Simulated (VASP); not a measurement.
An input for Quantum ESPRESSO's pw.x (written as the equivalent of a VASP run, and not itself run):

```
&CONTROL
  calculation = 'vc-relax'
  pseudo_dir = './pseudo'
  outdir = './out'
  tprnfor = .true.
  tstress = .true.
  nstep = 60
  forc_conv_thr = 0.00039
/
&SYSTEM
  ibrav = 0
  nat = 1
  ntyp = 1
  ecutwfc = 92
  occupations = 'smearing'
  smearing = 'methfessel-paxton'
  degauss = 0.00735
  input_dft = 'pw91'
/
&ELECTRONS
  conv_thr = 7.3e-08
  electron_maxstep = 100
/
&IONS
/
&CELL
/
ATOMIC_SPECIES
  Cu 63.546 Cu.upf
CELL_PARAMETERS angstrom
     0.0000000    1.8050000    1.8050000
     1.8050000    0.0000000    1.8050000
     1.8050000    1.8050000    0.0000000
ATOMIC_POSITIONS crystal
  Cu   0.0000000  0.0000000  0.0000000
K_POINTS automatic
  16 16 16 0 0 0
```

### Question
Translate this input to VASP (INCAR, KPOINTS, POSCAR, choice of POTCAR).

### Answer
One answer among several that fit: 
### KPOINTS
```
Automatic mesh
0
Gamma
16 16 16
0 0 0
```

**POSCAR**
```
Cu
1
    0.0000000000     1.8050000000     1.8050000000
    1.8050000000     0.0000000000     1.8050000000
    1.8050000000     1.8050000000     0.0000000000
Cu
1
Direct
  0.0000000000   0.0000000000   0.0000000000
```

### INCAR
```
SYSTEM = Cu
PREC = Accurate
ENCUT = 520
EDIFF = 1E-6
NELM = 100
ALGO = Normal
LREAL = .FALSE.
LASPH = .TRUE.
ISMEAR = 1
SIGMA = 0.1
GGA = 91
LMAXMIX = 4
LWAVE = .FALSE.
LCHARG = .FALSE.
IBRION = 2
ISIF = 3
NSW = 60
EDIFFG = -0.01
```

POTCAR, in this order: Cu (PBE.64 set). Program: vasp_std.

The two are equivalent in intent, not identical: the potentials are each code's own (VASP's PAW set, PseudoDojo norm-conserving files in pw.x), so ENCUT and ecutwfc are chosen apart and not converted; conv_thr bounds pw.x's estimated SCF error, while EDIFF bounds the energy change between steps; forc_conv_thr acts on force components and is met together with etot_conv_thr.

The compound is Cu in the fcc structure. This run relaxes it. Symmetry was kept, so distortions that lower it aren't found.
